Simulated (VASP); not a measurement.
Here is the system:

```
CELL_PARAMETERS angstrom
      0.00000     2.00578     2.00578
      2.00578     0.00000     2.00578
      2.00578     2.00578     0.00000
ATOMIC_POSITIONS crystal
  Al 0.00000 0.00000 0.00000
```

All values below come from PBEsol GGA, VASP's PBE PAW potentials (set 64) (plane waves; VASP). Run with 400 eV cut-off, 14×14×14 Γ-centred mesh, first-order Methfessel-Paxton smearing of 0.10 eV, potentials Al.

### Question
Estimate the energy per atom (σ→0), band gap (on the k-mesh) with the smallest direct gap where there is one.

### Answer

```
Property                                                     Value
------------------------  ----------------------------------------
band gap (on the k-mesh)  none (metal, semimetal or under 0.01 eV)
energy per atom (σ→0)                               -4.085 eV/atom
```

Only differences to runs with the same potentials and settings are physical.

The compound is Al in the fcc structure. It was relaxed first. The start is the result of an earlier pass.
